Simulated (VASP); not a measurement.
All values below come from PBE GGA + U (Dudarev), VASP's PBE PAW potentials (set 64) (plane waves; VASP).

The input files of a VASP run:

**INCAR**
```
SYSTEM  =  MnO
EDIFF  =  1E-6   # SCF stop (eV)
LORBIT  =  10
MAGMOM  =  5.0 -5.0 2*0.0
ALGO  =  Normal   # blocked Davidson
LREAL  =  F   # projection in real space or not
LMAXMIX  =  4   # l cut-off of mixed one-centre charges
ISMEAR  =  0   # Gaussian
LDAU  =  T
PREC  =  Accurate
LDAUU  =  6.0 0
SIGMA  =  0.05
GGA  =  PE
LDAUPRINT  =  1
LCHARG  =  F
LASPH  =  T
ISIF  =  2
LWAVE  =  F
ENCUT  =  520   # plane-wave cut-off (eV)
LDAUJ  =  0 0
LDAUTYPE  =  2
LDAUL  =  2 -1
ISPIN  =  2   # spin-polarised
NELM  =  100   # most electronic steps
```

POSCAR:
```
MnO
1
    4.5288000000     2.2644000000     2.2644000000
    2.2644000000     4.5288000000     2.2644000000
    2.2644000000     2.2644000000     4.5288000000
Mn O
2 2
Direct
  0.0000000000   0.0000000000   0.0000000000
  0.5000000000   0.5000000000   0.5000000000
  0.2500000000   0.2500000000   0.2500000000
  0.7500000000   0.7500000000   0.7500000000
```

KPOINTS:
```
Automatic mesh
0
Gamma
7 7 7
0 0 0
```

POTCAR, in this order: Mn_pv O (PBE.64 set). Program: vasp_std.

The run wrote:

File OUTCAR:
```
 ion  position               nearest neighbor table
   1  0.000  0.000  0.000-   4 2.26   4 2.26   4 2.26   3 2.26   3 2.26   3 2.26
   2  0.500  0.500  0.500-   3 2.26   3 2.26   3 2.26   4 2.26   4 2.26   4 2.26
   3  0.250  0.250  0.250-   1 2.26   1 2.26   1 2.26   2 2.26   2 2.26   2 2.26
   4  0.750  0.750  0.750-   2 2.26   2 2.26   2 2.26   1 2.26   1 2.26   1 2.26
  LATTYP: Found a trigonal (rhomboedric) cell.
 ALAT       =     5.5466245736
 COS(alpha) =     0.8333333333
 Subroutine PRICEL returns following result:
  LATTYP: Found a face centered cubic cell.
 ALAT       =     4.5288000000
 Subroutine GETGRP returns: Found 12 space group operations
The static configuration has the point symmetry D_3d.
The dynamic configuration has the point symmetry D_3d.
The overall configuration has the point symmetry D_3d.
 Subroutine INISYM returns: Found 12 space group operations
 Subroutine IBZKPT returns following result:
 Found     44 irreducible k-points:

 Following reciprocal coordinates:
            Coordinates               Weight
  0.000000  0.000000  0.000000      1.000000
  0.142857 -0.000000 -0.000000      6.000000
  0.285714 -0.000000 -0.000000      6.000000
  0.428571 -0.000000 -0.000000      6.000000
...
```

### OSZICAR
```
       N       E                     dE             d eps       ncg     rms          rms(c)
DAV:   1     0.460856537779E+03    0.46086E+03   -0.22463E+04  4112   0.200E+03
DAV:   2     0.228569419302E+02   -0.43800E+03   -0.43142E+03  4118   0.556E+02
DAV:   3    -0.294828344857E+02   -0.52340E+02   -0.51189E+02  5829   0.175E+02
DAV:   4    -0.309656067707E+02   -0.14828E+01   -0.14806E+01  4421   0.309E+01
DAV:   5    -0.309883345392E+02   -0.22728E-01   -0.22720E-01  5087   0.439E+00    0.188E+01
DAV:   6    -0.288013675275E+02    0.21870E+01   -0.36609E+01  5108   0.575E+01    0.162E+01
DAV:   7    -0.301694971203E+02   -0.13681E+01   -0.42725E+00  4874   0.228E+01    0.996E+00
DAV:   8    -0.298118383714E+02    0.35766E+00   -0.22212E+00  4867   0.111E+01    0.703E+00
DAV:   9    -0.302910135594E+02   -0.47918E+00   -0.22554E-01  4846   0.572E+00    0.207E+00
DAV:  10    -0.302737690013E+02    0.17245E-01   -0.48087E-02  5091   0.244E+00    0.101E+00
DAV:  11    -0.302730129392E+02    0.75606E-03   -0.19169E-02  4662   0.120E+00    0.645E-01
DAV:  12    -0.302700869552E+02    0.29260E-02   -0.24936E-02  4846   0.985E-01    0.200E-01
DAV:  13    -0.302705189235E+02   -0.43197E-03   -0.77834E-04  4559   0.303E-01    0.898E-02
DAV:  14    -0.302704859700E+02    0.32953E-04   -0.13224E-04  4786   0.201E-01    0.948E-02
DAV:  15    -0.302704731069E+02    0.12863E-04   -0.12475E-04  5164   0.130E-01    0.281E-02
DAV:  16    -0.302704732227E+02   -0.11579E-06   -0.60793E-05  5077   0.672E-02    0.922E-03
DAV:  17    -0.302704728085E+02    0.41419E-06   -0.49970E-06  4090   0.220E-02
   1 F= -.30270473E+02 E0= -.30270473E+02  d E =-.558687E-11  mag=     0.0000
```

File OUTCAR:
```
------------------------ aborting loop because EDIFF is reached ----------------------------------------
  FORCE on cell =-STRESS in cart. coord.  units (eV):
  Direction    XX          YY          ZZ          XY          YZ          ZX
  --------------------------------------------------------------------------------------
  Total       -0.3938523     -0.3938523     -0.3938523     -0.2147480     -0.2147480     -0.2147480
  in kB      -13.5870297    -13.5870297    -13.5870297     -7.4083299     -7.4083299     -7.4083299
  external PRESSURE =     -13.5870297 kB  Pullay stress =       0.0000000 kB
  volume of cell :       46.44
      direct lattice vectors                 reciprocal lattice vectors
     4.528800000  2.264400000  2.264400000     0.331213567 -0.110404522 -0.110404522
     2.264400000  4.528800000  2.264400000    -0.110404522  0.331213567 -0.110404522
     2.264400000  2.264400000  4.528800000    -0.110404522 -0.110404522  0.331213567
 POSITION                                       TOTAL-FORCE (eV/Angst)
 -----------------------------------------------------------------------------------
      0.00000      0.00000      0.00000         0.000000      0.000000      0.000000
      4.52880      4.52880      4.52880         0.000000      0.000000      0.000000
      2.26440      2.26440      2.26440         0.000000     -0.000000      0.000000
      6.79320      6.79320      6.79320        -0.000000     -0.000000     -0.000000
 -----------------------------------------------------------------------------------
    total drift:                                0.000000     -0.000000     -0.000000
  FREE ENERGIE OF THE ION-ELECTRON SYSTEM (eV)
  ---------------------------------------------------
  free  energy   TOTEN  =       -30.2704728085 eV

  energy  without entropy=      -30.2704728085  energy(sigma->0) =      -30.27047281

 total charge

# of ion       s       p       d       tot
------------------------------------------
    1        0.198   6.166   4.937  11.300
    2        0.198   6.166   4.937  11.300
    3        1.553   3.436   0.000   4.990
    4        1.553   3.436   0.000   4.990
--------------------------------------------------
tot          3.502  19.204   9.874  32.580

 magnetization (x)

# of ion       s       p       d       tot
------------------------------------------
    1        0.023   0.021   4.612   4.656
    2       -0.023  -0.021  -4.612  -4.656
    3        0.000   0.000   0.000   0.000
    4        0.000   0.000   0.000   0.000
--------------------------------------------------
tot         -0.000   0.000   0.000  -0.000
```
(Selected blocks of OUTCAR.)

The compound is MnO in the rock salt, AFM-II order structure. The cell was not relaxed at this level. The run is one of a series of settings (LDAU = .TRUE., LDAUJ = 0 0, LDAUL = 2 -1, LDAUTYPE = 2, LDAUU = 6.0 0 against the base run), some of them coarse on purpose.
